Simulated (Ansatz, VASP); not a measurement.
# IrCl2: VASP beside Ansatz, part 2 of 2

Wanted: the spread between two codes on one cell, functional and k mesh. The cell is invented: other elements were put on sites of a known structure type. It may not be a known or stable phase. The cell is taken from a series of VASP runs on this material, whose earlier steps may have relaxed, scaled or displaced it; both programs get it as it stands. Valence electrons are named where the data sets of a main pair hold unlike numbers.

VASP 6.6.1 and Ansatz 0.2.0.

So far: Set-up; Ansatz: band structure, BLYP with D3(BJ); VASP: band structure, BLYP with D3(BJ); Comparison; What the set-up changes.

### Step 6. VASP: single point, BLYP with D3(BJ)

Level of this step: BLYP with D3(BJ), no spin polarisation; plane waves and PAW (Ir, Cl); invented cell (VASP).

A single point gives forces, pressure and levels at one fixed geometry, so differences don't come from the geometry; what else differs is listed under the comparison.

Contents of INCAR:

```
SYSTEM = IrCl2
PREC = Accurate
ENCUT = 400
EDIFF = 1E-06
NELM = 100
ISMEAR = -5
SIGMA = 0.05
LREAL = .FALSE.
ALGO = Normal
GGA = B5
ALDAX = 1
AGGAX = 1
AGGAC = 1
ALDAC = 0
IVDW = 12
VDW_S6 = 1
VDW_S8 = 2.6996
VDW_A1 = 0.4298
VDW_A2 = 4.2359
NBANDS = 24
LORBIT = 11
LWAVE = .FALSE.
LCHARG = .FALSE.
NEDOS = 2001
```

Contents of POSCAR:

```
IrCl2
1.0
    3.7985679874      0.0000000000      0.0000000000
   -1.8992839937      3.2896563667      0.0000000000
    0.0000000000      0.0000000000      4.7160922390
Ir Cl
1 2
Direct
    0.0000000000      0.0000000000      0.0000000000
    0.3333333300      0.6666666700      0.2477115037
    0.6666666700      0.3333333300      0.7522884963
```

Contents of KPOINTS:

```
Automatic mesh
0
Gamma
10 10 7
0 0 0
```

Potentials, in the order of the species: Ir and Cl (PBE family, release 64).

Run with:

```sh
$ mpirun -np 1 vasp_std
```

Numbers of over 12 decimals in the logs are rounded to 6 here.

Log:

```text
[banner, memory and clock lines left out]
running    1 mpi-ranks, on    1 nodes
[...]
[... a notice as in an earlier step ...]

 LDA part: xc-table for (Slater(with rela. corr.)+VWN5), standard interpolation
 POSCAR, INCAR and KPOINTS ok, starting setup
[...]
entering main loop
       N       E                     dE             d eps       ncg     rms          rms(c)
DAV:   1     0.149327988414E+03    0.14933E+03   -0.84162E+03  3864   0.680E+02
DAV:   2    -0.880653547875E+00   -0.15021E+03   -0.13819E+03  4384   0.197E+02
DAV:   3    -0.103891397824E+02   -0.95085E+01   -0.94069E+01  4952   0.554E+01
DAV:   4    -0.105271315010E+02   -0.13799E+00   -0.13794E+00  4672   0.747E+00
[...]
DAV:  11    -0.102266091977E+02    0.30814E-05   -0.20781E-05  4816   0.321E-02    0.312E-02
DAV:  12    -0.102266115428E+02   -0.23451E-05   -0.68260E-06  4944   0.163E-02    0.535E-03
DAV:  13    -0.102266109302E+02    0.61256E-06   -0.30271E-07  3328   0.404E-03
   1 F= -.12314181E+02 E0= -.12314181E+02  d E =0.000000E+00
|                                                                             |
|           W    W    AA    RRRRR   N    N  II  N    N   GGGG   !!!           |
|           W    W   A  A   R    R  NN   N  II  NN   N  G    G  !!!           |
|           W    W  A    A  R    R  N N  N  II  N N  N  G       !!!           |
|           W WW W  AAAAAA  RRRRR   N  N N  II  N  N N  G  GGG   !            |
|           WW  WW  A    A  R   R   N   NN  II  N   NN  G    G                |
|           W    W  A    A  R    R  N    N  II  N    N   GGGG   !!!           |
|                                                                             |
|     Tetrahedron method does not include variations of the Fermi             |
|     occupations, so forces and stress will be inaccurate. We suggest        |
|     using a different smearing scheme ISMEAR = 1 or 2 for metals in         |
|     relaxations.                                                            |
|                                                                             |
```

From OUTCAR (step 6):

```text
 Edisp (eV)   -2.08757

  Total      -0.18703    -0.18703     0.13599     0.00000     0.00000    -0.00000
  in kB      -5.08476    -5.08476     3.69711     0.00000     0.00000    -0.00000
  external pressure =       -2.16 kB  Pullay stress =        0.00 kB

 POSITION                                       TOTAL-FORCE (eV/Angst)
 -----------------------------------------------------------------------------------
      0.00000      0.00000      0.00000        -0.000000      0.000000      0.000000
     -0.00000      2.19310      1.16823        -0.000000      0.000000      0.051161
      1.89928      1.09655      3.54786         0.000000      0.000000     -0.051161
 -----------------------------------------------------------------------------------
    total drift:                                0.000000      0.000000     -0.000000

  FREE ENERGIE OF THE ION-ELECTRON SYSTEM (eV)
  ---------------------------------------------------
  free  energy   TOTEN  =       -12.3141813670 eV

  energy  without entropy=      -12.3141813670  energy(sigma->0) =      -12.31418137

[... 1 part as in an earlier step ...]

[... 2 further parts left out ...]
[key lines of the parts left out:]
E-fermi :   6.3063
```

The DOS at the Fermi level is high for the number of transition-metal atoms. It is one value on this mesh and may be a narrow spike; if it stands, a magnetic instability is possible, which a run without spin can't show. With tetrahedra the forces and stress of a metal are not exact derivatives of the energy.

### Step 7. Ansatz: single point, BLYP with D3(BJ)

The same cell, functional (in two slightly different forms), mesh and smearing now go to Ansatz, which takes its cutoff from its data sets.

The cell is taken from a series of VASP runs on this material, whose earlier steps may have relaxed, scaled or displaced it; both programs get it as it stands.

Contents of input.yaml:

```yaml
crystal:
  lattice:
    - [3.7985679874, 0.0, 0.0]
    - [-1.8992839937, 3.2896563667, 0.0]
    - [0.0, 0.0, 4.716092239]
  atoms:
    - { symbol: Ir, position: [0.0, 0.0, 0.0] }
    - { symbol: Cl, position: [0.33333333, 0.66666667, 0.2477115037] }
    - { symbol: Cl, position: [0.66666667, 0.33333333, 0.7522884963] }
hamiltonian:
  xc: blyp
  pseudopotentials: { kind: paw }
  dispersion: d3bj
kpoints:
  mp_grid: { grid: [10, 10, 7] }
scf:
  occupations: { method: tetrahedron }
output:
  forces: true
  stress: true
```

Run with:

```sh
$ ansatz run input.yaml --threads 2 --pin off --max-ram 4608MiB --backend cpu --events-out ev --progress --plain --runs-dir out
```

Log:

```text
Warning: output.forces, output.stress, relax.cell or npt_langevin: where a Kohn–Sham band that disperses or a degenerate level is filled in part under the method tetrahedron, the forces or the stress that this run publishes need not agree with its energy (scf.occupations.method in the input reference, under Limitations); prefer a smearing scheme for the forces or the stress
[...]
--- Band table (eV; the first three rows and the last of 80) ---
  k-point 0: bands = [... 12 lower, 8.4471, 8.4471, 9.4099, 11.3213, 11.3213, 12.9612, 14.4808, 17.9486]
  k-point 1: bands = [... 12 lower, 8.4332, 8.4332, 9.4116, 11.4184, 11.4184, 13.2712, 14.6505, 17.8881]
  k-point 2: bands = [... 12 lower, 8.3985, 8.3985, 9.4175, 11.6442, 11.6442, 13.9741, 15.0303, 17.7246]
  k-point 79: bands = [... 12 lower, 8.9117, 9.2063, 9.3085, 11.2765, 11.3830, 15.2107, 16.8195, 18.0778]
[key lines of the parts left out:]
SCF converged after 7 iterations
Free energy (F): -14131.510534 eV
Fermi energy:    11.006772 eV
P = ⅓ Tr σ = -0.5961 GPa (-5.961 kbar)
```

The job ended after 2.5 s (2 threads of Arm Neoverse V1, shared host; peak memory 0.36 GiB).

The run ends at a pressure of -0.60 GPa, with forces up to 0.013 eV/Å.

### Step 8. Differences

What differs besides the data sets and the points named for the pairs above, as far as they apply: the data sets hold 31 valence electrons in Ansatz (on its default PAW (the set named soft_2) files) and 23 in VASP. Total energies have different zeros and are not compared.

Both answers:

| quantity | Ansatz | VASP | difference |
| --- | --- | --- | --- |
| pressure (GPa) | -0.60 | -0.22 | -0.38 |

Forces (eV/Å; atoms numbered as in POSCAR):

| atom | Ansatz x, y, z | VASP x, y, z |
| --- | --- | --- |
| Ir1 | 0.000, 0.000, 0.000 | 0.000, 0.000, 0.000 |
| Cl2 | 0.000, 0.000, -0.013 | 0.000, 0.000, 0.051 |
| Cl3 | 0.000, 0.000, 0.013 | 0.000, 0.000, -0.051 |

The forces differ by 30 meV/Å r.m.s., where the r.m.s. force is 0.006 eV/Å in Ansatz and 0.024 eV/Å in VASP: the atoms lie near their places of rest in Ansatz, so a percentage would say little (all taken over all components).

### Step 9. What the set-up changes

Further runs change the set-up of one program: Ansatz's method, potentials or start, or VASP's data sets, cutoff or form of LDA. The table gives Ansatz less VASP for each quantity, since a change that brings one quantity closer may part another.

| run | r.m.s. force difference (meV/Å) | pressure (GPa) |
| --- | --- | --- |
| as above | 30 | -0.38 |
| cores kept as stored | 30 | -0.38 |
| Ansatz's larger PAW set (cutoff 900 eV) | 29 | -0.37 |
| norm-conserving potentials (cutoff 925 eV) | 21 | -0.21 |

### Step 10. Ansatz: band structure, r2SCAN

With cell and atoms fixed, the geometry can't cause a difference; cores, projectors, grids and the points listed under the comparison can.

The cell is taken from a series of VASP runs on this material, whose earlier steps may have relaxed, scaled or displaced it; both programs get it as it stands.

Contents of input.yaml:

```yaml
crystal:
  lattice:
    - [3.7985679874, 0.0, 0.0]
    - [-1.8992839937, 3.2896563667, 0.0]
    - [0.0, 0.0, 4.716092239]
  atoms:
    - { symbol: Ir, position: [0.0, 0.0, 0.0] }
    - { symbol: Cl, position: [0.33333333, 0.66666667, 0.2477115037] }
    - { symbol: Cl, position: [0.66666667, 0.33333333, 0.7522884963] }
hamiltonian:
  xc: r2scan
  pseudopotentials: { kind: paw }
kpoints:
  mp_grid: { grid: [7, 7, 5] }
  band_path:
    path:
      - [0.0, 0.0, 0.0]
      - [0.13333, 0.0, 0.0]
      - [0.3, 0.0, 0.0]
      - [0.46667, 0.0, 0.0]
      - [0.46667, 0.06667, 0.0]
      - [0.41111, 0.17778, 0.0]
      - [0.35556, 0.28889, 0.0]
      - [0.28889, 0.28889, 0.0]
      - [0.17778, 0.17778, 0.0]
      - [0.06667, 0.06667, 0.0]
      - [0.0, 0.0, 0.03333]
      - [0.0, 0.0, 0.2]
      - [0.0, 0.0, 0.36667]
      - [0.0, 0.0, 0.5]
      - [0.16667, 0.0, 0.5]
      - [0.3, 0.0, 0.5]
      - [0.46667, 0.0, 0.5]
      - [0.46667, 0.06667, 0.5]
      - [0.41111, 0.17778, 0.5]
      - [0.35556, 0.28889, 0.5]
      - [0.28889, 0.28889, 0.5]
      - [0.17778, 0.17778, 0.5]
      - [0.06667, 0.06667, 0.5]
      - [0.5, 0.0, 0.46667]
      - [0.5, 0.0, 0.3]
      - [0.5, 0.0, 0.13333]
      - [0.33333, 0.33333, 0.0]
      - [0.33333, 0.33333, 0.16667]
      - [0.33333, 0.33333, 0.33333]
      - [0.33333, 0.33333, 0.5]
    npoints: 1
scf:
  occupations: { method: gaussian, width: 0.05 }
  n_extra_bands: 7
output:
  forces: true
  stress: true
  eigenvalues: true
```

Log:

```text
[...]
Crystal: 3 atoms, lattice volume = 58.932 Å³
Basis set: ecut = 500 eV, 1481 PW (Γ), exchange–correlation on 120×120×144 points (64 copies of the dense FFT grid, shifted against one another)
Bands: 23, of which v1, the nominal top of the filled ones, is band 16 counted from 1 (15 counted from 0)
Symmetry: 12 space group operations
[...]
k-points: 32 of 245
[...]
k-point 0: bands = [... 12 lower, 7.7221, 7.7221, 8.7242, 10.9138, 10.9138, 12.7663, 14.0657, 17.7207, ... 3 higher]
  k-point 1: bands = [... 12 lower, 7.6933, 7.6933, 8.7292, 11.1003, 11.1003, 13.3413, 14.4081, 17.6084, ... 3 higher]
  k-point 2: bands = [... 12 lower, 7.6422, 7.6422, 8.7407, 11.4187, 11.4187, 14.3898, 14.9193, 17.3707, ... 3 higher]
  k-point 31: bands = [... 12 lower, 8.1685, 8.4211, 8.5921, 10.8115, 10.9844, 14.9817, 16.4694, 17.8596, ... 3 higher]
[key lines of the parts left out:]
SCF converged after 8 iterations
Free energy (F): -14115.647854 eV
Fermi energy:    10.603805 eV
P = ⅓ Tr σ = -2.3872 GPa (-23.872 kbar)
```

The job ended after 4.5 s (2 threads; peak memory 0.48 GiB; 8.7 s of CPU time).

### Step 11. VASP: band structure, r2SCAN

The same cell, functional, mesh and smearing now go to VASP, with its own data sets.

Contents of INCAR:

```
SYSTEM = IrCl2
PREC = Accurate
ENCUT = 400
EDIFF = 1E-06
NELM = 100
ISMEAR = 0
SIGMA = 0.05
LREAL = .FALSE.
ALGO = Normal
METAGGA = R2SCAN
LASPH = .TRUE.
NBANDS = 24
LORBIT = 11
LWAVE = .FALSE.
LCHARG = .FALSE.
```

POSCAR is that of step 6.

Contents of KPOINTS:

```
Automatic mesh
0
Gamma
7 7 5
0 0 0
```

Contents of KPOINTS_OPT:

```
Line mode
16
Line-mode
Reciprocal
  0.00000000   0.00000000   0.00000000 GAMMA
  0.50000000   0.00000000   0.00000000 M

  0.50000000   0.00000000   0.00000000 M
  0.33333333   0.33333333   0.00000000 K

  0.33333333   0.33333333   0.00000000 K
  0.00000000   0.00000000   0.00000000 GAMMA

  0.00000000   0.00000000   0.00000000 GAMMA
  0.00000000   0.00000000   0.50000000 A

  0.00000000   0.00000000   0.50000000 A
  0.50000000   0.00000000   0.50000000 L

  0.50000000   0.00000000   0.50000000 L
  0.33333333   0.33333333   0.50000000 H

  0.33333333   0.33333333   0.50000000 H
  0.00000000   0.00000000   0.50000000 A

  0.50000000   0.00000000   0.50000000 L
  0.50000000   0.00000000   0.00000000 M

  0.33333333   0.33333333   0.00000000 K
  0.33333333   0.33333333   0.50000000 H
```

Run with:

```sh
$ mpirun -np 1 vasp_std
```

Log:

```text
[banner, memory and clock lines left out]
running    1 mpi-ranks, on    1 nodes
[...]
[... a notice as in an earlier step ...]

 LDA part: xc-table for (None), standard interpolation
 POSCAR, INCAR and KPOINTS ok, starting setup
[...]
entering main loop
       N       E                     dE             d eps       ncg     rms          rms(c)
DAV:   1     0.862312456831E+02    0.86231E+02   -0.86306E+03  1536   0.699E+02
DAV:   2    -0.614127144302E+02   -0.14764E+03   -0.13579E+03  1768   0.195E+02
DAV:   3    -0.704593140256E+02   -0.90466E+01   -0.89622E+01  1952   0.549E+01
DAV:   4    -0.705834126616E+02   -0.12410E+00   -0.12403E+00  1872   0.710E+00
[...]
DAV:  12    -0.643070744094E+02    0.44747E-05   -0.84974E-06  2040   0.245E-02    0.184E-02
DAV:  13    -0.643070729880E+02    0.14214E-05   -0.70894E-06  1960   0.246E-02    0.281E-03
DAV:  14    -0.643070730959E+02   -0.10792E-06   -0.36536E-07  1160   0.399E-03
   1 F= -.64307073E+02 E0= -.64304204E+02  d E =-.573871E-02
 Start KPOINTS_OPT (optional k-point list driver)
k-point batch [1-32\144]
       N       E                     dE             ncg
DAV:   1     0.388748963839E+04   -0.12148E+05     1544
DAV:   2    -0.820214356651E+03   -0.47077E+04     1816
DAV:   3    -0.109340704774E+04   -0.27319E+03     1984
DAV:   4    -0.109685834304E+04   -0.34513E+01     1880
DAV:   5    -0.109693787606E+04   -0.79533E-01     2032
DAV:   6    -0.109694026435E+04   -0.23883E-02     2000
DAV:   7    -0.109694033192E+04   -0.67574E-04     2016
DAV:   8    -0.109694033405E+04   -0.21244E-05     1408
DAV:   9    -0.109694033434E+04   -0.28963E-06     1488
[...]
k-point batch [129-144\144]
       N       E                     dE             ncg
DAV:   1     0.137124917666E+05   -0.98051E+04      776
DAV:   2     0.113242224601E+05   -0.23883E+04      912
DAV:   3     0.111833232451E+05   -0.14090E+03      944
DAV:   4     0.111814771162E+05   -0.18461E+01      944
DAV:   5     0.111814314860E+05   -0.45630E-01     1008
DAV:   6     0.111814301826E+05   -0.13033E-02     1000
DAV:   7     0.111814301445E+05   -0.38182E-04     1024
DAV:   8     0.111814301434E+05   -0.10304E-05      696
DAV:   9     0.111814301433E+05   -0.16569E-06      712
```

Parts of OUTCAR (step 11):

```text
  Total       -1.1342340     -1.1342340     -0.0080901      0.0000000      0.0000000      0.0000000
  in kB      -30.8361765    -30.8361763     -0.2199433      0.0000000      0.0000000      0.0000000
  external PRESSURE =     -20.6307654 kB  Pullay stress =       0.0000000 kB

 POSITION                                       TOTAL-FORCE (eV/Angst)
 -----------------------------------------------------------------------------------
      0.00000      0.00000      0.00000        -0.000000      0.000000      0.000000
     -0.00000      2.19310      1.16823        -0.000000     -0.000000     -0.505934
      1.89928      1.09655      3.54786         0.000000      0.000000      0.505934
 -----------------------------------------------------------------------------------
    total drift:                                0.000000      0.000000     -0.000000

  FREE ENERGIE OF THE ION-ELECTRON SYSTEM (eV)
  ---------------------------------------------------
  free  energy   TOTEN  =       -64.3070730959 eV

  energy  without entropy=      -64.3013343869  energy(sigma->0) =      -64.30420374

[... 2 parts as in an earlier step ...]

[... 1 further part left out ...]
[key lines of the parts left out:]
E-fermi :   5.8578
```

At this level the cell is under a tension of 2.1 GPa, so at these settings it is away from equilibrium.

### Step 12. Side by side

What differs besides the data sets and the points named for the pairs above, as far as they apply: VASP keeps PBE cores, Ansatz makes them for the functional; the data sets hold 31 valence electrons in Ansatz (on its default PAW (the set named soft_2) files) and 23 in VASP; the cutoff is 500 eV in Ansatz and 400 eV in VASP. Total energies have different zeros and are not compared.

Compared:

| quantity | Ansatz | VASP | difference |
| --- | --- | --- | --- |
| pressure (GPa) | -2.39 | -2.06 | -0.32 |

Forces (eV/Å; atoms numbered as in POSCAR):

| atom | Ansatz x, y, z | VASP x, y, z |
| --- | --- | --- |
| Ir1 | 0.000, 0.000, 0.000 | 0.000, 0.000, 0.000 |
| Cl2 | 0.000, 0.000, -0.551 | 0.000, 0.000, -0.506 |
| Cl3 | 0.000, 0.000, 0.551 | 0.000, 0.000, 0.506 |

The forces differ by 21 meV/Å r.m.s., which is 9.0 % of the r.m.s. force of 0.238 eV/Å (both taken over all components). Levels from 3 eV below to 2 eV above the Fermi level differ by 14 meV r.m.s. and 26 meV at most; each VASP level is matched to the nearest of Ansatz, which flatters the figure a little.

### Step 13. What the set-up changes

Further runs change the set-up of one program: Ansatz's method, potentials or start, or VASP's data sets, cutoff or form of LDA. The table gives Ansatz less VASP for each quantity, since a change that brings one quantity closer may part another.

| run | r.m.s. force difference (meV/Å) | pressure (GPa) |
| --- | --- | --- |
| as above | 21 | -0.32 |
| cores kept as stored | 23 | -0.35 |
| Ansatz's larger PAW set (cutoff 900 eV) | 21 | -0.32 |

### Step 14. Results

```
r.m.s. force difference (band structure, BLYP with D3(BJ)) : 30 meV/Å
r.m.s. force difference (single point, BLYP with D3(BJ))   : 30 meV/Å
r.m.s. force difference (band structure, r2SCAN)           : 9.0 % of the r.m.s. force
```

What this shows: The r.m.s. force difference is 9.0 % of the r.m.s. force (band structure, r2SCAN), beyond the 3 % picked in this series as the mark of a large difference. The data sets hold unlike numbers of valence electrons (31 in Ansatz and 23 in VASP), so part of the differences comes from the potentials. Band structure, BLYP with D3(BJ), norm-conserving potentials (cutoff 925 eV): r.m.s. force difference goes from 30 to 21 meV/Å; the difference in pressure goes from -0.38 to -0.21 GPa. Single point, BLYP with D3(BJ), norm-conserving potentials (cutoff 925 eV): r.m.s. force difference goes from 30 to 21 meV/Å; the difference in pressure goes from -0.38 to -0.21 GPa. For band structure, r2SCAN, no further run moves any of the tabulated differences by more than a quarter of its size. 1 further run of this series is not shown here. Such differences can come from data sets, numerical settings and the points named under the comparisons, not from the functional's error against experiment.

[Lines on the potential files, build, host, timing and source positions are cut from VASP's logs without a mark.]

[Logs are printed without paths, hosts, clocks, repeated set-up lines and the standing remarks that a program may print on its own settings, such as how far it seeks lower states.]

[Hosts, paths, dates, database ids (printed as entryN), source tags and the programs' standing remarks are cut or masked in the printed files.]
